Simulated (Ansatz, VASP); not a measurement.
# Cross-check of Si4SnGe59 (Si0.068Ge0.916Sn0.016, diamond-type random alloy) between VASP and Ansatz

Wanted: the spread between two codes on one cell, functional and k mesh. The cell is invented: As first built, before any earlier steps moved the atoms (in the runner's words): 2x2x2 conventional cells of the Ge type (64 atoms: 4 Si, 59 Ge, 1 Sn); Ge/Si/Sn share their sites, the best of 600 random draws by like-pair counts in two shells; start lattice by linear mixing of the end members' cells; atoms moved at random by 0.02 A. It may not be a known or stable phase. The structure shown is the end of the Ansatz relaxation below.

Program: Ansatz 0.2.0. Level of theory: plane waves, with VASP 6.6.1 beside it; single point at LDA. Results are calculated unless marked as measured.

**1. Set-up**

The cell holds 64 atoms: 4 Si, 59 Ge and 1 Sn. Cell: a = 11.235 Å, b = 11.235 Å, c = 11.235 Å, α = 90.0°, β = 90.0°, γ = 90.0°. It derives from Ge (Ge type, space group 227), repeated 2×2×2. As first built, before any earlier steps moved the atoms (in the runner's words): 2x2x2 conventional cells of the Ge type (64 atoms: 4 Si, 59 Ge, 1 Sn); Ge/Si/Sn share their sites, the best of 600 random draws by like-pair counts in two shells; start lattice by linear mixing of the end members' cells; atoms moved at random by 0.02 A.

**2. Ansatz: relaxation, LDA**

Ansatz runs on its default PAW (the set named soft_2) files.

This run makes the geometry at which the two programs are then compared.

input.yaml

```yaml
crystal:
  lattice:
    - [11.31015, 0.0, 0.0]
    - [0.0, 11.31015, 0.0]
    - [0.0, 0.0, 11.31015]
  atoms:
    - { symbol: Si, position: [0.37499, 0.12437, 0.62508] }
    - { symbol: Si, position: [0.24834, 0.74745, 0.24893] }
    - { symbol: Si, position: [0.12219, 0.87671, 0.6227] }
    - { symbol: Si, position: [0.62296, 0.37882, 0.6236] }
    - { symbol: Ge, position: [0.99632, 0.99776, 0.24544] }
    - { symbol: Ge, position: [0.124, 0.37625, 0.12321] }
    - { symbol: Ge, position: [0.00027, 0.25066, 0.00127] }
    - { symbol: Ge, position: [0.12532, 0.12692, 0.37224] }
    - { symbol: Ge, position: [0.24992, 0.00065, 0.99582] }
    - { symbol: Ge, position: [0.37654, 0.37657, 0.37453] }
    - { symbol: Ge, position: [0.25173, 0.25377, 0.25255] }
    - { symbol: Ge, position: [0.37507, 0.12465, 0.1255] }
    - { symbol: Ge, position: [0.99721, 0.99907, 0.74961] }
    - { symbol: Ge, position: [0.12356, 0.37583, 0.62246] }
    - { symbol: Ge, position: [0.0007, 0.24766, 0.50175] }
    - { symbol: Ge, position: [0.12426, 0.12373, 0.87487] }
    - { symbol: Ge, position: [0.25179, 0.99896, 0.50094] }
    - { symbol: Ge, position: [0.37525, 0.37233, 0.87545] }
    - { symbol: Ge, position: [0.2492, 0.25075, 0.75176] }
    - { symbol: Ge, position: [0.99842, 0.49957, 0.24985] }
    - { symbol: Ge, position: [0.12407, 0.87607, 0.12252] }
    - { symbol: Ge, position: [0.00056, 0.74895, 5.0e-05] }
    - { symbol: Ge, position: [0.12381, 0.62277, 0.37468] }
    - { symbol: Ge, position: [0.2503, 0.50133, 0.00144] }
    - { symbol: Ge, position: [0.37413, 0.87572, 0.37903] }
    - { symbol: Ge, position: [0.37417, 0.62807, 0.12121] }
    - { symbol: Ge, position: [0.00176, 0.49972, 0.75056] }
    - { symbol: Ge, position: [0.99707, 0.75091, 0.49954] }
    - { symbol: Ge, position: [0.12487, 0.62371, 0.87182] }
    - { symbol: Ge, position: [0.24757, 0.49977, 0.49965] }
    - { symbol: Ge, position: [0.37568, 0.87358, 0.87354] }
    - { symbol: Ge, position: [0.25238, 0.75145, 0.75204] }
    - { symbol: Ge, position: [0.3764, 0.6245, 0.62627] }
    - { symbol: Ge, position: [0.49767, 0.00206, 0.25164] }
    - { symbol: Ge, position: [0.624, 0.37814, 0.1277] }
    - { symbol: Ge, position: [0.50041, 0.25024, 0.00214] }
    - { symbol: Ge, position: [0.62268, 0.12605, 0.37548] }
    - { symbol: Ge, position: [0.74768, 0.99716, 0.99955] }
    - { symbol: Ge, position: [0.8765, 0.37674, 0.37679] }
    - { symbol: Ge, position: [0.74922, 0.2511, 0.24864] }
    - { symbol: Ge, position: [0.8718, 0.125, 0.12904] }
    - { symbol: Ge, position: [0.50673, 0.99928, 0.74876] }
    - { symbol: Ge, position: [0.49962, 0.24972, 0.4983] }
    - { symbol: Ge, position: [0.62662, 0.12338, 0.87537] }
    - { symbol: Ge, position: [0.7488, 0.99925, 0.50121] }
    - { symbol: Ge, position: [0.87642, 0.37444, 0.8717] }
    - { symbol: Ge, position: [0.74899, 0.24957, 0.75066] }
    - { symbol: Ge, position: [0.87572, 0.12628, 0.62495] }
    - { symbol: Ge, position: [0.49946, 0.50044, 0.24788] }
    - { symbol: Ge, position: [0.62556, 0.87441, 0.12664] }
    - { symbol: Ge, position: [0.50341, 0.74948, 0.00266] }
    - { symbol: Ge, position: [0.62405, 0.6261, 0.3733] }
    - { symbol: Ge, position: [0.74972, 0.50102, 0.00372] }
    - { symbol: Ge, position: [0.87634, 0.8738, 0.37712] }
    - { symbol: Ge, position: [0.75059, 0.75077, 0.24949] }
    - { symbol: Ge, position: [0.88001, 0.62729, 0.124] }
    - { symbol: Ge, position: [0.50012, 0.50098, 0.75173] }
    - { symbol: Ge, position: [0.62418, 0.87403, 0.62425] }
    - { symbol: Ge, position: [0.4993, 0.74828, 0.49985] }
    - { symbol: Ge, position: [0.62541, 0.62507, 0.87358] }
    - { symbol: Ge, position: [0.87535, 0.8777, 0.87315] }
    - { symbol: Ge, position: [0.74733, 0.74683, 0.74841] }
    - { symbol: Ge, position: [0.875, 0.62486, 0.62602] }
    - { symbol: Sn, position: [0.75321, 0.5014, 0.49977] }
kpoints:
  mp_grid: { grid: [2, 2, 2], shift: [0.5, 0.5, 0.5] }
hamiltonian:
  xc: lda
scf:
  occupations: { method: fermi_dirac, width: 0.01 }
output:
  forces: true
  stress: true
relax:
  f_tol: 0.02
  max_steps: 45
  cell: { stress_tol: 0.1 }
```

Launch:

```sh
$ ansatz run input.yaml --threads 32 --pin off --max-ram 143360MiB --backend cuda --events-out ev --progress --plain --runs-dir out
```

Numbers of over 12 decimals in the logs are rounded to 6 here.

The program printed:

```text
Engine: ansatz 0.2.0, aarch64-unknown-linux-gnu
Pseudopotentials: kind: paw
Pseudopotential: Si, paw, valence charge 4, recommended cutoff 420 eV (normal), Si.paw.azcp
Pseudopotential: Ge, paw, valence charge 14, recommended cutoff 420 eV (normal), Ge.paw.azcp
Pseudopotential: Sn, paw, valence charge 14, recommended cutoff 420 eV (normal), Sn.paw.azcp
device memory: the entry about to start is reckoned to put 20.0 GiB on a device that reports 182.5 GiB free
GPU FFT provider: cuFFT
GPU libraries: cuBLAS 13.8.1, cuFFT 12.4.0, cuSOLVER 12.3.2
GPU matrix products: emulated (plane waves: as basis.precision tells), large ones in fixed point in workspaces of 1.00 GiB
Crystal: 64 atoms, lattice volume = 1446.789 Å³
Basis set: ecut = 420 eV, 28353 PW (Γ)
Bands: 514, of which v1, the nominal top of the filled ones, is band 428 counted from 1 (427 counted from 0)
k-points: 4 of 8 (time reversal used)
PAW frozen core: Si, regenerated for the run's functional, and the local potential with it (the file was generated under x = pbe(κ = 0.804, μ = 0.219515), c = pbe(β = 0.066725))
PAW frozen core: Ge, regenerated for the run's functional, and the local potential with it (the file was generated under x = pbe(κ = 0.804, μ = 0.219515), c = pbe(β = 0.066725))
PAW frozen core: Sn, regenerated for the run's functional, and the local potential with it (the file was generated under x = pbe(κ = 0.804, μ = 0.219515), c = pbe(β = 0.066725))
GPU buffer pool allocated for 512000 grid points (all kernels)
GPU transforms: local potential and band sums: pruned to the plane-wave sphere, on 75×75×75
relax step   1: F+E_penalty+E_count = -257039.76570612 eV  Δ(F+E_penalty+E_count) = +0.000e0 eV  max|allowed force component| = 1.419e0 eV/Å  Δτ_max = 0.0000 Å  P = -1.171 GPa  Ω = 1446.789 Å³  (10 SCF iters, dr2 threshold 1.00e-7 eV, accepted)
[...]
relax step   2: F+E_penalty+E_count = -257040.85032222 eV  Δ(F+E_penalty+E_count) = -1.085e0 eV  max|allowed force component| = 1.866e-1 eV/Å  Δτ_max = 0.1949 Å  P = -0.118 GPa  Ω = 1420.301 Å³  energy of the carried Pulay correction = +4.437e-3 eV  (7 SCF iters, dr2 threshold 6.40e-6 eV, accepted)
[...]
relax step   3: F+E_penalty+E_count = -257040.89651470 eV  Δ(F+E_penalty+E_count) = -4.619e-2 eV  max|allowed force component| = 6.806e-2 eV/Å  Δτ_max = 0.0378 Å  P = +0.035 GPa  Ω = 1417.555 Å³  energy of the carried Pulay correction = +4.902e-3 eV  (6 SCF iters, dr2 threshold 2.18e-6 eV, accepted)
[...]
relax step   4: F+E_penalty+E_count = -257040.90015034 eV  Δ(F+E_penalty+E_count) = -3.636e-3 eV  max|allowed force component| = 3.779e-3 eV/Å  Δτ_max = 0.0094 Å  P = +0.003 GPa  Ω = 1418.108 Å³  energy of the carried Pulay correction = +4.808e-3 eV  (5 SCF iters, dr2 threshold 2.90e-7 eV, accepted)
[...]
relax step   5: F+E_penalty+E_count = -257040.89438472 eV  Δ(F+E_penalty+E_count) = +5.766e-3 eV  max|allowed force component| = 3.779e-3 eV/Å  Δτ_max = 0.0000 Å  P = +0.006 GPa  Ω = 1418.108 Å³  stress off target by 6.45e-3 GPa  SCF on the basis re-selected at this cell (its energy is not comparable with the rows above)  (5 SCF iters)
basis re-selected at this cell: Δ(F+E_penalty+E_count) = +5.766e-3 eV, ΔP = +0.002 GPa vs the last step (what re-selecting the basis moved, of the pressure what is left beyond the Pulay correction that the steps carried, after the strain that the cell walked since its last selection, with what the two solves' SCF thresholds leave and, on support functions, any second-order correction that the steps lacked; it is no m [...]
SCF converged after 5 iterations
Free energy (F): -257040.894385 eV
Internal energy: -257040.894385 eV  (E = F + TS)
E sigma→0 (E₀):  -257040.894385 eV
Fermi energy:    8.402036 eV
--- Forces (eV/Å), atoms counted from 1 ---
  max |Σ_I F_I| component: 1.64e-5 eV/Å
--- Stress (GPa, compression-positive) ---
        0.005160      -0.000344       0.000083
       -0.000344       0.006193       0.000456
        0.000083       0.000456       0.005310
  P = ⅓ Tr σ = 0.0056 GPa (0.056 kbar)
--- Band table (eV) ---
--- Relaxed structure (4 steps of the walk, 4 accepted, 1 SCFs on fresh bases) ---
  F+E_penalty+E_count = -257040.89438472 eV   max|allowed force component| = 3.779e-3 eV/Å   (the final SCF, on the basis selected at the relaxed cell)
  cell:  # Å, volume = 1418.1076 Å³
    - [11.235180, 0.00111301, -0.000874552]
    - [0.00111301, 11.234701, -0.000870675]
    - [-0.000874552, -0.000870675, 11.234860]
  atoms:
    [... one line an atom ...]
```

**3. VASP: single point, LDA**

The same cell, functional (in two slightly different forms), mesh and smearing now go to VASP, with its own data sets.

Lines of VASP's logs that name or quote its potential files are left out, and so is its time.

INCAR

```
SYSTEM = Si4SnGe59
PREC = Accurate
ENCUT = 410
EDIFF = 1E-06
NELM = 120
ISMEAR = -1
SIGMA = 0.01
LREAL = Auto
ALGO = Normal
GGA = PW92
NBANDS = 496
LORBIT = 11
LWAVE = .FALSE.
LCHARG = .FALSE.
ISIF = 2
ISYM = 0
LASPH = .TRUE.
GGA_COMPAT = .FALSE.
EFERMI = MIDGAP
KPAR = 4
```

POSCAR

```
Si4SnGe59
1.0
   11.2351800000      0.0011130000     -0.0008750000
    0.0011130000     11.2347010000     -0.0008710000
   -0.0008750000     -0.0008710000     11.2348600000
Si Ge Sn
4 59 1
Direct
    0.3736800000      0.1237800000      0.6248300000
    0.2498000000      0.7505800000      0.2502100000
    0.1264800000      0.8768000000      0.6249000000
    0.6174500000      0.3678200000      0.6315100000
    0.0007900000      0.9996400000      0.2500700000
    0.1259000000      0.3751400000      0.1237400000
    0.9999100000      0.2498200000      0.9988900000
    0.1265600000      0.1235400000      0.3759700000
    0.2498800000      0.9995800000      0.0004100000
    0.3754200000      0.3747300000      0.3761600000
    0.2502000000      0.2499900000      0.2505100000
    0.3748500000      0.1251200000      0.1251100000
    0.0015200000      0.9985200000      0.7478900000
    0.1254700000      0.3750100000      0.6244700000
    0.0018700000      0.2481300000      0.4996900000
    0.1253300000      0.1242800000      0.8739800000
    0.2502000000      0.9998700000      0.5034300000
    0.3742200000      0.3747300000      0.8753000000
    0.2516200000      0.2481400000      0.7480700000
    0.0021900000      0.5008300000      0.2483800000
    0.1268300000      0.8731800000      0.1268600000
    0.0005800000      0.7501200000      0.0004400000
    0.1269800000      0.6275900000      0.3734900000
    0.2502100000      0.5007400000      0.9997100000
    0.3713500000      0.8747600000      0.3741500000
    0.3719200000      0.6272400000      0.1259000000
    0.0020600000      0.5001500000      0.7517100000
    0.0046200000      0.7542400000      0.5013600000
    0.1260700000      0.6256700000      0.8752400000
    0.2499300000      0.5007700000      0.4993400000
    0.3744300000      0.8756000000      0.8737900000
    0.2483100000      0.7519300000      0.7479100000
    0.3749100000      0.6250700000      0.6248300000
    0.4990100000      0.9998500000      0.2505500000
    0.6246300000      0.3755600000      0.1248800000
    0.4998100000      0.2499900000      0.0001000000
    0.6240800000      0.1253200000      0.3760900000
    0.7498900000      0.0003800000      0.9991000000
    0.8812800000      0.3691100000      0.3689000000
    0.7496900000      0.2482900000      0.2483400000
    0.8751200000      0.1239800000      0.1238900000
    0.4978100000      0.0019700000      0.7480100000
    0.4973000000      0.2475500000      0.5040500000
    0.6242800000      0.1245200000      0.8748800000
    0.7498800000      0.0001200000      0.4998500000
    0.8742500000      0.3752200000      0.8742100000
    0.7478400000      0.2497700000      0.7500000000
    0.8747000000      0.1251900000      0.6248300000
    0.4973700000      0.5006500000      0.2483000000
    0.6247800000      0.8762400000      0.1238000000
    0.4990600000      0.7501400000      0.9995000000
    0.6187700000      0.6311500000      0.3688600000
    0.7499300000      0.5001900000      0.9998900000
    0.8755400000      0.8753100000      0.3755400000
    0.7501000000      0.7520700000      0.2484000000
    0.8748700000      0.6251500000      0.1248300000
    0.4993400000      0.4981100000      0.7501000000
    0.6240800000      0.8756900000      0.6244900000
    0.4974400000      0.7519700000      0.4990700000
    0.6246700000      0.6245000000      0.8745300000
    0.8757800000      0.8761500000      0.8756200000
    0.7498300000      0.7523500000      0.7517800000
    0.8818800000      0.6319600000      0.6308100000
    0.7481700000      0.4983300000      0.5019500000
```

KPOINTS

```
Points of the shifted mesh
8
Reciprocal
 0.2500000000  0.2500000000  0.2500000000 1
 0.2500000000  0.2500000000  0.7500000000 1
 0.2500000000  0.7500000000  0.2500000000 1
 0.2500000000  0.7500000000  0.7500000000 1
 0.7500000000  0.2500000000  0.2500000000 1
 0.7500000000  0.2500000000  0.7500000000 1
 0.7500000000  0.7500000000  0.2500000000 1
 0.7500000000  0.7500000000  0.7500000000 1
```

Potentials, in the order of the species: Si, Ge_d and Sn_d (LDA family, release 64).

Launch:

```sh
$ mpirun -np 8 vasp_std
```

The program printed:

```text
[banner, memory and clock lines left out]
running    8 mpi-ranks, on    1 nodes
[...]
|                                                                             |
|           W    W    AA    RRRRR   N    N  II  N    N   GGGG   !!!           |
|           W    W   A  A   R    R  NN   N  II  NN   N  G    G  !!!           |
|           W    W  A    A  R    R  N N  N  II  N N  N  G       !!!           |
|           W WW W  AAAAAA  RRRRR   N  N N  II  N  N N  G  GGG   !            |
|           WW  WW  A    A  R   R   N   NN  II  N   NN  G    G                |
|           W    W  A    A  R    R  N    N  II  N    N   GGGG   !!!           |
|                                                                             |
|     For optimal performance we recommend to set                             |
|       NCORE = 2 up to number-of-cores-per-socket                            |
|     NCORE specifies how many cores store one orbital (NPAR=cpu/NCORE).      |
|     This setting can greatly improve the performance of VASP for DFT.       |
[...]
|                                                                             |
|     You enforced a specific xc type in the INCAR file but a different       |
|     [... a line on the potential file left out ...]
|     I HOPE YOU KNOW WHAT YOU ARE DOING!                                     |
|                                                                             |

 LDA part: xc-table for (Slater(with rela. corr.)+PW92), standard interpolation
 POSCAR, INCAR and KPOINTS ok, starting setup
[...]
entering main loop
       N       E                     dE             d eps       ncg     rms          rms(c)
DAV:   1     0.144704041818E+05    0.14470E+05   -0.28618E+05  8232   0.412E+03
DAV:   2     0.305162968111E+04   -0.11419E+05   -0.11112E+05  7936   0.983E+02
DAV:   3     0.179595895612E+03   -0.28720E+04   -0.27379E+04  8048   0.285E+02
DAV:   4    -0.303129297054E+03   -0.48273E+03   -0.45573E+03  8864   0.114E+02
[...]
DAV:  15    -0.334040992273E+03    0.30483E-05   -0.10920E-05  8424   0.827E-02    0.279E-03
DAV:  16    -0.334040997871E+03   -0.55985E-05   -0.56507E-05  7920   0.310E-02    0.392E-03
DAV:  17    -0.334040998072E+03   -0.20090E-06   -0.46381E-06  6688   0.111E-02
   1 F= -.33404100E+03 E0= -.33404100E+03  d E =-.122292E-13
```

From OUTCAR (step 3):

```text
  Total       -2.0435026     -2.0392982     -2.0416475     -0.0057483      0.0047169      0.0052562
  in kB       -2.3087482     -2.3039981     -2.3066523     -0.0064944      0.0053291      0.0059384
  external PRESSURE =      -2.3064662 kB  Pullay stress =       0.0000000 kB

 POSITION                                       TOTAL-FORCE (eV/Angst)
 -----------------------------------------------------------------------------------
      4.19795      1.39050      7.01944        -0.000469     -0.001927     -0.001431
      2.80716      8.43260      2.81020         0.000767      0.000433     -0.000981
      1.42145      9.85018      7.01979         0.001029      0.000035     -0.002374
      6.93702      4.13248      7.09407         0.006303      0.001635     -0.001717
      0.00977     11.23044      2.80863        -0.000357      0.000458      0.000111
      1.41482      4.21462      1.38976         0.000736     -0.000046      0.001125
     11.23357      2.80690     11.22130        -0.000527      0.000215      0.000398
      1.42173      1.38775      4.22375         0.000287     -0.000460      0.003104
      2.80856     11.23026      0.00352        -0.000750     -0.001207     -0.000077
      4.21800      4.21007      4.22545         0.003465     -0.001288     -0.000420
      2.81110      2.80862      2.81401        -0.002371     -0.001084      0.000031
      4.21154      1.40599      1.40516         0.002892      0.001210     -0.002068
      0.01753     11.21742      8.40157         0.002874     -0.004365     -0.001701
      1.40955      4.21272      7.01540         0.000114     -0.002482      0.003879
[...]
-----------------------------------------------------------------------------------
    total drift:                                0.000448     -0.000216      0.007866

  FREE ENERGIE OF THE ION-ELECTRON SYSTEM (eV)
  ---------------------------------------------------
  free  energy   TOTEN  =      -334.0409980719 eV

  energy  without entropy=     -334.0409980719  energy(sigma->0) =     -334.04099807

[... 2 further parts left out ...]
```

The run ends at a pressure of -0.23 GPa, with forces up to 0.0082 eV/Å.

**4. Side by side**

Known differences besides the potentials themselves: the cutoff is 420 eV in Ansatz and 410 eV in VASP (PREC = Accurate, projectors in real space); VASP's log shows a relativistic correction to its local exchange, Ansatz's none. Total energies have different zeros and are not compared.

Compared:

| quantity | Ansatz | VASP | difference |
| --- | --- | --- | --- |
| gap on the k mesh (eV) | 0.627 | 0.648 | -0.020 |

A gap on the mesh is an upper bound, since the band edges may lie between its points.

**5. Summary of results**

| Item | Value |
| --- | --- |
| difference in gap on the k mesh (single point, LDA) | -0.020 eV |

What this shows: The difference in gap on the k mesh is -0.020 eV (single point, LDA), within the 0.08 eV picked in this series as the mark of a large difference. How closely two codes agree says nothing of how well the functional describes the real material.

[Lines on the potential files, build, host, timing and source positions are cut from VASP's logs without a mark.]

[Logs are printed without paths, hosts, clocks, repeated set-up lines and the standing remarks that a program may print on its own settings, such as how far it seeks lower states.]

[Hosts, paths, dates, database ids (printed as entryN), source tags and the programs' standing remarks are cut or masked in the printed files.]
